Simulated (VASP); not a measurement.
An input for Quantum ESPRESSO's pw.x (written as the equivalent of a VASP run, and not itself run):

```
&CONTROL
  calculation = 'scf'
  pseudo_dir = './pseudo'
  outdir = './out'
  tprnfor = .true.
  tstress = .true.
/
&SYSTEM
  ibrav = 0
  nat = 4
  ntyp = 1
  ecutwfc = 40
  occupations = 'smearing'
  smearing = 'methfessel-paxton'
  degauss = 0.00735
  input_dft = 'pbe'
  nosym = .true.
/
&ELECTRONS
  conv_thr = 7.3e-08
  electron_maxstep = 100
/
ATOMIC_SPECIES
  Al 26.982 Al.upf
CELL_PARAMETERS angstrom
     2.8559550    0.0000000    0.0000000
    -2.8559550    2.8559550    0.0000000
     0.0000000    0.0000000   20.0584000
ATOMIC_POSITIONS crystal
  Al   0.0281380  0.0217640  0.4508850
  Al   0.9668140  0.4709560  0.3442860
  Al   0.0021380 -0.0075850  0.6541060
  Al   1.0029100  0.5148650  0.5507230
K_POINTS automatic
  21 15 1 0 0 0
```

**Question.** Write the VASP files for the same calculation (PBE).

**Answer.** One answer among several that fit: 
### POSCAR
```
Al
1
    2.8559550000     0.0000000000     0.0000000000
   -2.8559550000     2.8559550000     0.0000000000
    0.0000000000     0.0000000000    20.0584000000
Al
4
Direct
  0.0281380000   0.0217640000   0.4508850000
  0.9668140000   0.4709560000   0.3442860000
  0.0021380000  -0.0075850000   0.6541060000
  1.0029100000   0.5148650000   0.5507230000
```

**KPOINTS**
```
Automatic mesh
0
Gamma
21 15 1
0 0 0
```

**INCAR**
```
ALGO=Normal
EDIFF=1E-6
ENCUT=300
GGA=PE
ISIF=2
ISMEAR=1
ISYM=0
LASPH=.TRUE.
LCHARG=.FALSE.
LREAL=.FALSE.
LWAVE=.FALSE.
NELM=100
PREC=Accurate
SIGMA=0.1
SYSTEM=Al
```

POTCAR, in this order: Al (PBE.64 set). Program: vasp_std.

What does not carry over: the potentials are each code's own (VASP's PAW set, PseudoDojo norm-conserving files in pw.x), so ENCUT and ecutwfc are chosen apart and not converted; conv_thr bounds pw.x's estimated SCF error, while EDIFF bounds the energy change between steps.

The cell is a sheet with vacuum, built from a database entry that may be metastable or hypothetical.
